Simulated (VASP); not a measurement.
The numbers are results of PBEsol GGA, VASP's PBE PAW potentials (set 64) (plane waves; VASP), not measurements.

VASP input:

File POSCAR:
```
YSi
1.0
  3.8241920000   0.0000000000   0.0000000000
 -1.9120960000   3.3118480000   0.0000000000
  0.0000000000   0.0000000000   3.7322220000
Y Si
1 1
Cart
  0.0000000000   0.0000000000   0.0000000000
  1.9120979121   1.1039482294   1.8661110000
```

### KPOINTS
```
Automatic mesh
0
Gamma
10 10 9
0 0 0
```

INCAR:
```
SYSTEM=YSi
PREC=Accurate; ENCUT=400; LREAL=.FALSE.
LASPH=.TRUE.
EDIFF=1E-6; NELM=100; ALGO=Normal
LMAXMIX=4
ISMEAR=1; SIGMA=0.1
GGA=PS
IBRION=2; NSW=60; ISIF=3
EDIFFG=-0.01
LWAVE=.FALSE.; LCHARG=.FALSE.
```

POTCAR, in this order: Y_sv Si (PBE.64 set). Program: vasp_std.

The resulting files:

File OSZICAR:
```
...
DAV:   9    -0.131188011836E+02   -0.63832E-06   -0.63691E-06  1819   0.200E-02
   2 F= -.13118801E+02 E0= -.13119104E+02  d E =-.411923E-01
       N       E                     dE             d eps       ncg     rms          rms(c)
DAV:   1    -0.131188749553E+02   -0.74410E-04   -0.15567E-03  1684   0.337E-01    0.591E-02
DAV:   2    -0.131188324690E+02    0.42486E-04   -0.14251E-04  1900   0.106E-01    0.297E-02
DAV:   3    -0.131188172579E+02    0.15211E-04   -0.11155E-04  2499   0.700E-02    0.287E-02
DAV:   4    -0.131188177286E+02   -0.47071E-06   -0.44290E-06  1867   0.187E-02
   3 F= -.13118818E+02 E0= -.13119114E+02  d E =-.412089E-01
       N       E                     dE             d eps       ncg     rms          rms(c)
DAV:   1    -0.132441902507E+02   -0.12537E+00   -0.45825E+00  1543   0.190E+01    0.198E+00
DAV:   2    -0.131784745971E+02    0.65716E-01   -0.12859E-01  1822   0.288E+00    0.877E-01
DAV:   3    -0.131562700010E+02    0.22205E-01   -0.48014E-02  1909   0.187E+00    0.249E-01
DAV:   4    -0.131558170502E+02    0.45295E-03   -0.26269E-03  1935   0.364E-01    0.185E-01
DAV:   5    -0.131557861064E+02    0.30944E-04   -0.13872E-04  2184   0.861E-02    0.120E-01
DAV:   6    -0.131557627636E+02    0.23343E-04   -0.89398E-05  1873   0.644E-02    0.406E-02
DAV:   7    -0.131557629658E+02   -0.20225E-06   -0.41628E-06  1869   0.181E-02
   4 F= -.13155763E+02 E0= -.13155873E+02  d E =-.369452E-01
       N       E                     dE             d eps       ncg     rms          rms(c)
DAV:   1    -0.132369474576E+02   -0.81185E-01   -0.32688E+00  1540   0.161E+01    0.163E+00
DAV:   2    -0.131885064090E+02    0.48441E-01   -0.99375E-02  1798   0.248E+00    0.718E-01
DAV:   3    -0.131731991012E+02    0.15307E-01   -0.29857E-02  1966   0.147E+00    0.246E-01
DAV:   4    -0.131725988174E+02    0.60028E-03   -0.23615E-03  1969   0.368E-01    0.167E-01
DAV:   5    -0.131725949466E+02    0.38708E-05   -0.10431E-04  2170   0.696E-02    0.134E-01
DAV:   6    -0.131725811795E+02    0.13767E-04   -0.82419E-05  1894   0.711E-02    0.314E-02
DAV:   7    -0.131725809798E+02    0.19964E-06   -0.36633E-06  1871   0.177E-02
   5 F= -.13172581E+02 E0= -.13172890E+02  d E =-.537633E-01
       N       E                     dE             d eps       ncg     rms          rms(c)
DAV:   1    -0.134815627720E+02   -0.30898E+00   -0.69912E+00  1627   0.219E+01    0.390E+00
DAV:   2    -0.132668663091E+02    0.21470E+00   -0.50812E-01  1690   0.665E+00    0.187E+00
DAV:   3    -0.132018828892E+02    0.64983E-01   -0.55386E-01  2323   0.490E+00    0.183E+00
DAV:   4    -0.132025891015E+02   -0.70621E-03   -0.15232E-02  1788   0.116E+00    0.148E+00
DAV:   5    -0.132093176658E+02   -0.67286E-02   -0.88290E-03  1970   0.831E-01    0.233E-01
DAV:   6    -0.132101277164E+02   -0.81005E-03   -0.97750E-04  2567   0.177E-01    0.132E-01
DAV:   7    -0.132105082473E+02   -0.38053E-03   -0.38791E-04  2837   0.135E-01    0.182E-02
DAV:   8    -0.132105234190E+02   -0.15172E-04   -0.47489E-05  2837   0.353E-02    0.441E-03
DAV:   9    -0.132105236612E+02   -0.24224E-06   -0.66728E-07  1279   0.651E-03
   6 F= -.13210524E+02 E0= -.13210256E+02  d E =-.379427E-01
       N       E                     dE             d eps       ncg     rms          rms(c)
DAV:   1    -0.132467343700E+02   -0.36211E-01   -0.86471E-01  1618   0.774E+00    0.140E+00
DAV:   2    -0.132204654541E+02    0.26269E-01   -0.68159E-02  1713   0.240E+00    0.684E-01
DAV:   3    -0.132122384109E+02    0.82270E-02   -0.75038E-02  2331   0.181E+00    0.692E-01
DAV:   4    -0.132122530332E+02   -0.14622E-04   -0.19461E-03  1780   0.417E-01    0.557E-01
DAV:   5    -0.132130928402E+02   -0.83981E-03   -0.11538E-03  1851   0.315E-01    0.967E-02
DAV:   6    -0.132132092929E+02   -0.11645E-03   -0.10662E-04  2493   0.691E-02    0.491E-02
DAV:   7    -0.132132639067E+02   -0.54614E-04   -0.58131E-05  2856   0.510E-02    0.627E-03
DAV:   8    -0.132132654645E+02   -0.15577E-05   -0.32660E-06  1862   0.106E-02    0.126E-03
DAV:   9    -0.132132656439E+02   -0.17942E-06   -0.33793E-07   953   0.400E-03
   7 F= -.13213266E+02 E0= -.13213223E+02  d E =-.406847E-01
       N       E                     dE             d eps       ncg     rms          rms(c)
DAV:   1    -0.132232283381E+02   -0.99629E-02   -0.33400E-01  1549   0.515E+00    0.596E-01
DAV:   2    -0.132173362820E+02    0.58921E-02   -0.11770E-02  1759   0.842E-01    0.251E-01
DAV:   3    -0.132156122709E+02    0.17240E-02   -0.35381E-03  1844   0.488E-01    0.872E-02
DAV:   4    -0.132155541061E+02    0.58165E-04   -0.41134E-04  2312   0.134E-01    0.641E-02
DAV:   5    -0.132155562608E+02   -0.21547E-05   -0.19090E-05  1934   0.352E-02    0.311E-02
DAV:   6    -0.132155585392E+02   -0.22784E-05   -0.63913E-06  2314   0.216E-02    0.819E-03
DAV:   7    -0.132155583998E+02    0.13933E-06   -0.31831E-07   947   0.483E-03
   8 F= -.13215558E+02 E0= -.13215739E+02  d E =-.229276E-02
       N       E                     dE             d eps       ncg     rms          rms(c)
DAV:   1    -0.132195058986E+02   -0.39474E-02   -0.14781E-01  1549   0.342E+00    0.405E-01
DAV:   2    -0.132168688571E+02    0.26370E-02   -0.52881E-03  1756   0.564E-01    0.170E-01
DAV:   3    -0.132161168278E+02    0.75203E-03   -0.14870E-03  1841   0.317E-01    0.589E-02
DAV:   4    -0.132160860146E+02    0.30813E-04   -0.19473E-04  2341   0.932E-02    0.429E-02
DAV:   5    -0.132160880085E+02   -0.19939E-05   -0.10534E-05  1956   0.269E-02    0.164E-02
DAV:   6    -0.132160889591E+02   -0.95058E-06   -0.20743E-06  1710   0.114E-02
   9 F= -.13216089E+02 E0= -.13216241E+02  d E =-.282332E-02
       N       E                     dE             d eps       ncg     rms          rms(c)
DAV:   1    -0.132162479296E+02   -0.15992E-03   -0.63256E-03  1561   0.707E-01    0.838E-02
DAV:   2    -0.132161330578E+02    0.11487E-03   -0.22822E-04  1759   0.117E-01    0.354E-02
DAV:   3    -0.132161006869E+02    0.32371E-04   -0.63777E-05  1847   0.657E-02    0.125E-02
DAV:   4    -0.132160995528E+02    0.11341E-05   -0.86505E-06  2292   0.196E-02    0.882E-03
DAV:   5    -0.132160998241E+02   -0.27133E-06   -0.43692E-07   968   0.578E-03
  10 F= -.13216100E+02 E0= -.13216236E+02  d E =-.283418E-02
       N       E                     dE             d eps       ncg     rms          rms(c)
DAV:   1    -0.132181314003E+02   -0.20318E-02   -0.43378E-02  1987   0.168E+00    0.343E-01
DAV:   2    -0.132165205954E+02    0.16108E-02   -0.38504E-03  2051   0.556E-01    0.163E-01
DAV:   3    -0.132161224307E+02    0.39816E-03   -0.29463E-03  2309   0.344E-01    0.145E-01
DAV:   4    -0.132161621012E+02   -0.39671E-04   -0.11202E-04  1765   0.102E-01    0.794E-02
DAV:   5    -0.132162075330E+02   -0.45432E-04   -0.76350E-05  2802   0.397E-02    0.204E-02
DAV:   6    -0.132162124049E+02   -0.48719E-05   -0.35744E-06  1930   0.139E-02    0.115E-02
DAV:   7    -0.132162141899E+02   -0.17850E-05   -0.55060E-06  2364   0.125E-02    0.473E-03
DAV:   8    -0.132162141029E+02    0.87026E-07   -0.13969E-07   860   0.320E-03
  11 F= -.13216214E+02 E0= -.13216371E+02  d E =-.114279E-03
       N       E                     dE             d eps       ncg     rms          rms(c)
DAV:   1    -0.132163044045E+02   -0.90215E-04   -0.18416E-03  2023   0.345E-01    0.709E-02
DAV:   2    -0.132162336610E+02    0.70744E-04   -0.15796E-04  2060   0.112E-01    0.332E-02
DAV:   3    -0.132162166183E+02    0.17043E-04   -0.12508E-04  2291   0.704E-02    0.296E-02
DAV:   4    -0.132162189671E+02   -0.23488E-05   -0.44527E-06  1762   0.199E-02    0.167E-02
DAV:   5    -0.132162218800E+02   -0.29129E-05   -0.28987E-06  1953   0.804E-03    0.391E-03
DAV:   6    -0.132162223950E+02   -0.51499E-06   -0.40963E-07   889   0.397E-03
  12 F= -.13216222E+02 E0= -.13216375E+02  d E =-.122571E-03
```

**OUTCAR**
```
------------------------ aborting loop because EDIFF is reached ----------------------------------------
  FORCE on cell =-STRESS in cart. coord.  units (eV):
  Direction    XX          YY          ZZ          XY          YZ          ZX
  --------------------------------------------------------------------------------------
  Total       -0.0000615     -0.0000615     -0.0030520      0.0000000     -0.0000000      0.0000000
  in kB       -0.0021402     -0.0021402     -0.1062727      0.0000000     -0.0000000      0.0000000
  external PRESSURE =      -0.0368510 kB  Pullay stress =       0.0000000 kB
  volume of cell :       46.01
      direct lattice vectors                 reciprocal lattice vectors
     3.568065398 -0.000000000  0.000000000     0.280263921  0.161810426  0.000000000
    -1.784032699  3.090035742 -0.000000000     0.000000000  0.323620852  0.000000000
    -0.000000000 -0.000000000  4.173259978     0.000000000  0.000000000  0.239620825
 POSITION                                       TOTAL-FORCE (eV/Angst)
 -----------------------------------------------------------------------------------
      3.56807     -0.00000      4.17326        -0.000000      0.000000     -0.000000
      1.78403      1.03001      2.08663         0.000000     -0.000000      0.000000
 -----------------------------------------------------------------------------------
    total drift:                               -0.000100      0.000058      0.000000
  FREE ENERGIE OF THE ION-ELECTRON SYSTEM (eV)
  ---------------------------------------------------
  free  energy   TOTEN  =       -13.2162223950 eV

  energy  without entropy=      -13.2166804371  energy(sigma->0) =      -13.21637508

 reached required accuracy - stopping structural energy minimisation
```
(Selected blocks of OUTCAR.)

**CONTCAR**
```
YSi
   1.00000000000000
     3.5680653982196273   -0.0000000000000000    0.0000000000000000
    -1.7840326991098137    3.0900357419075188   -0.0000000000000000
    -0.0000000000000000   -0.0000000000000000    4.1732599783936770
  Y               Si
     1     1
Direct
     1.0000000000000000    0.0000000000000000    1.0000000000000000
     0.6666669999999968    0.3333330000000032    0.5000000000000000
```

Energy and stress use the plane-wave basis of the starting cell.

The structure was generated: YSi was put into the WC type (P-6m2), which need not be its known phase. This run relaxes it. Symmetry was kept, so distortions that lower it aren't found. The electron count is odd and the run is not spin-polarised, which forces a metal.
